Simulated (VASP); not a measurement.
Consider the following.

```
Sb
1.0
    0.00000     3.44989     3.44989
    3.44989     0.00000     3.44989
    3.44989     3.44989     0.00000
Sb
2
Direct
  0.75000   0.75000   0.75000
  0.50000   0.50000   0.50000
```

Calculation: PBEsol GGA, VASP's PBE PAW potentials (set 64) (plane waves; VASP 6.6.1). Numerical set-up: 400 eV cut-off, Gaussian smearing of 0.050 eV, potentials Sb.

Question: Give the energies of bands 2 to 8 at the high-symmetry points, in eV from the Fermi level.

Answer: 
```
band      Γ      X      U      L      W
----  -----  -----  -----  -----  -----
2     -5.19  -9.37  -8.99  -8.08  -9.36
3     -1.77  -3.46  -3.99  -2.57  -3.77
4     -1.77  -3.46  -3.21  -2.57  -3.77
5     -1.77  -0.49  -0.46  -2.24   0.87
6      0.54  -0.49   1.22   1.60   0.87
7      0.54   4.36   3.19   1.60   2.59
8      0.54   4.36   3.41   4.16   2.59
```

It has no gap at this level: it comes out as a metal or semimetal.

The structure was generated: Sb was put into the diamond type (Fd-3m), which need not be its known phase. It was relaxed first, which changed the volume by +24 %.
